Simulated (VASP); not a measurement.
Consider the following.

```xyz
10
Lattice="4.8387 -2.5331 0.0016 4.8387 2.5331 0.0016 3.5112 0.0000 4.1834" Properties=species:S:1:pos:R:3 pbc="T T T"
Fe    11.2576     0.0000     3.5736
Fe     4.6633     0.0000     1.4803
Fe     1.9310     0.0000     0.6130
Fe     8.5253     0.0000     2.7062
O      5.0528    -0.9861     3.1384
O      5.4581     1.7596     1.8614
O      8.1358     0.9861     1.0482
O      7.2137     0.7735     3.9531
O      7.7305    -1.7596     2.3251
O      5.9749    -0.7735     0.2334
```
Starting moments (μB, in the order of the record's atoms Fe Fe Fe Fe O O O O O O): 4.3 -4.3 4.3 -4.3 0.0 0.0 0.0 0.0 0.0 0.0.

Calculation: PBE GGA + U (Dudarev), VASP's PBE PAW potentials (set 64) (plane waves; VASP 6.6.1). Settings: 520 eV cut-off, 7×7×7 Γ-centred mesh, Gaussian smearing of 0.010 eV, potentials Fe O, U − J: Fe 5.30 eV.

### Question
The job: Fe2O3 (corundum), 10 atoms, PBE+U, optics run with many empty bands, 520 eV, 7×7×7 Γ-centred mesh. Roughly how much core time does it take on a busy server core?

### Answer
About 40 core-minutes (one run on a shared machine, a rough figure). It had 44 irreducible k-points, 120 bands, up to 2783 plane waves and 20 electronic steps.

The compound is Fe2O3 in the corundum structure. It was relaxed first.
